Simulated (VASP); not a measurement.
Given:

```
CELL_PARAMETERS angstrom
      3.22982     0.00000     0.00000
     -1.61491     2.79711     0.00000
      0.00000     0.00000     5.18172
ATOMIC_POSITIONS crystal
  Zr 0.66667 0.33333 0.75000
  Zr 0.33333 0.66667 0.25000
```

Computed with PBE GGA, VASP's PBE PAW potentials (set 64) (plane waves; VASP). Run with PREC = Normal, EDIFF = 1E-5, 400 eV cut-off, 15×15×8 Γ-centred mesh, first-order Methfessel-Paxton smearing of 0.10 eV, potentials Zr_sv.

Q: What does the run give for the energy per atom (σ→0), band gap (on the k-mesh) with the smallest direct gap where there is one?

A: 
```json
{
 "band gap (on the k-mesh)": "none (metal, semimetal or under 0.01 eV)",
 "energy per atom (σ→0)": "-8.520 eV/atom"
}
```

The absolute energy has meaning only against runs of the same code, potentials and settings.

The compound is Zr in the hcp structure. It was relaxed first.
